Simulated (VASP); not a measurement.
Data:

```
HgTe
1.0
    0.00000     3.38060     3.38060
    3.38060     0.00000     3.38060
    3.38060     3.38060     0.00000
Hg Te
1 1
Direct
  0.00000   0.00000   0.00000
  0.25000   0.25000   0.25000
```

The numbers are results of RPBE GGA, VASP's PBE PAW potentials (set 64) (plane waves; VASP), not measurements. Run with 520 eV cut-off, 9×9×9 Γ-centred mesh, first-order Methfessel-Paxton smearing of 0.10 eV, potentials Hg Te.

Question: Give the energy at these volumes per atom, relative to the lowest: 36.28, 37.43, 38.59, 39.75, 40.91 Å³.

Answer: 14.5, 3.5, 0.0, 2.7, 10.5 meV/atom. A third-order Birch-Murnaghan fit gives B0 = 28.3 GPa and B0′ = 5.3.

Measured: bulk modulus 42.3 GPa (computed value off by -33.0 %), as given by Cormac Toher et al., Physical Review Materials (2017), arXiv:1611.05714; a 6.460 Å (computed value off by +4.7 %), as given by R. J. Cava et al., Journal of Materials Chemistry C (2013), arXiv:1302.1059. The calculation is for a static lattice, while the measured bulk modulus, a hold thermal and zero-point effects, which are part of the difference.

The compound is HgTe in the zinc blende structure. It was relaxed first, which changed the volume by +15 %.
